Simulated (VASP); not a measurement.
The input files of a VASP run:

### INCAR
```
ALGO  =  Normal
EDIFF  =  1E-6
ENCUT  =  350
GGA  =  PE
GGA_COMPAT  =  .FALSE.
ISMEAR  =  0
LASPH  =  .TRUE.
LCHARG  =  .FALSE.
LMAXMIX  =  4
LREAL  =  .FALSE.
LSORBIT  =  .TRUE.
LWAVE  =  .TRUE.
MAGMOM  =  6*0
NELM  =  100
PREC  =  Accurate
SIGMA  =  0.05
SYSTEM  =  GaAs
```

### KPOINTS
```
Automatic mesh
0
gamma
 6 6 6
0 0 0
```

File POSCAR:
```
GaAs
1
    0.0000000000     2.8725986607     2.8725986607
    2.8725986607     0.0000000000     2.8725986607
    2.8725986607     2.8725986607     0.0000000000
Ga As
1 1
Direct
  0.0000000000   0.0000000000   0.0000000000
  0.2500000000   0.2500000000   0.2500000000
```

POTCAR, in this order: Ga_d As (PBE.64 set). Program: vasp_ncl.

Translate this PBE+SOC calculation to Quantum ESPRESSO's pw.x.

One equivalent input (not run):
```
&CONTROL
  calculation = 'scf'
  pseudo_dir = './pseudo'
  outdir = './out'
  tprnfor = .true.
  tstress = .true.
/
&SYSTEM
  ibrav = 0
  nat = 2
  ntyp = 2
  ecutwfc = 84
  occupations = 'smearing'
  smearing = 'gaussian'
  degauss = 0.003675
  input_dft = 'pbe'
  noncolin = .true.
  lspinorb = .true.
/
&ELECTRONS
  conv_thr = 7.3e-08
  electron_maxstep = 100
/
ATOMIC_SPECIES
  Ga 69.723 Ga.upf
  As 74.922 As.upf
CELL_PARAMETERS angstrom
     0.0000000    2.8725987    2.8725987
     2.8725987    0.0000000    2.8725987
     2.8725987    2.8725987    0.0000000
ATOMIC_POSITIONS crystal
  Ga   0.0000000  0.0000000  0.0000000
  As   0.2500000  0.2500000  0.2500000
K_POINTS automatic
  6 6 6 0 0 0
```
The two are equivalent in intent, not identical: the potentials are each code's own (VASP's PAW set, PseudoDojo norm-conserving files, fully relativistic, in pw.x), so ENCUT and ecutwfc are chosen apart and not converted; conv_thr bounds pw.x's estimated SCF error, while EDIFF bounds the energy change between steps.

The compound is GaAs in the zinc blende structure. It was relaxed first, which changed the volume by +5 %.
